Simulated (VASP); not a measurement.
An input for Ansatz (written as the equivalent of a VASP run, and not itself run):

Ansatz 0.2 input:
```yaml
crystal:
  lattice:
    - [3.1820443, 0.0000000, 0.0000000]
    - [-1.5910221, 2.7557311, 0.0000000]
    - [0.0000000, 0.0000000, 5.1800056]
  atoms:
    - { symbol: Ga, position: [0.3333330, 0.6666670, 0.0000408] }
    - { symbol: Ga, position: [0.6666670, 0.3333330, 0.5000408] }
    - { symbol: N, position: [0.3333330, 0.6666670, 0.3769592] }
    - { symbol: N, position: [0.6666670, 0.3333330, 0.8769592] }
kpoints:
  mp_grid: { grid: [7, 7, 4] }
hamiltonian:
  xc: pbesol
  pseudopotentials: { kind: paw }
scf:
  occupations: { method: gaussian, width: 0.05 }
  max_iter: 100
relax:
  max_steps: 60
  f_tol: 0.02
  cell: {}
output: { forces: true, stress: true, eigenvalues: true }
```

Problem. Translate this input to VASP (INCAR, KPOINTS, POSCAR, choice of POTCAR).

Solution. Several could match; the one computed here: 
POSCAR:
```
GaN
1.0
  3.1820442646   0.0000000000   0.0000000000
 -1.5910221323   2.7557311313   0.0000000000
  0.0000000000   0.0000000000   5.1800056344
Ga N
2 2
Direct
  0.3333330000   0.6666670000   0.0000408433
  0.6666670000   0.3333330000   0.5000408433
  0.3333330000   0.6666670000   0.3769591567
  0.6666670000   0.3333330000   0.8769591567
```

### KPOINTS
```
Automatic mesh
0
Gamma
7 7 4
0 0 0
```

INCAR:
```
SYSTEM = GaN
PREC = Accurate
ENCUT = 530
EDIFF = 1E-6
NELM = 100
ALGO = Normal
LREAL = .FALSE.
LASPH = .TRUE.
ISMEAR = 0
SIGMA = 0.05
GGA = PS
LMAXMIX = 4
LWAVE = .FALSE.
LCHARG = .FALSE.
IBRION = 2
ISIF = 3
NSW = 60
EDIFFG = -0.02
```

POTCAR, in this order: Ga_d N (PBE.64 set). Program: vasp_std.

What does not carry over: each code has its own PAW files, so the cut-off isn't converted (ENCUT is set for VASP's; basis.ecutwfc is left out, and Ansatz then takes the one that its files recommend); Ansatz stops its SCF on the density residual and VASP on the energy change (EDIFF).

The compound is GaN in the wurtzite structure. It was relaxed first. The start is the result of an earlier pass.
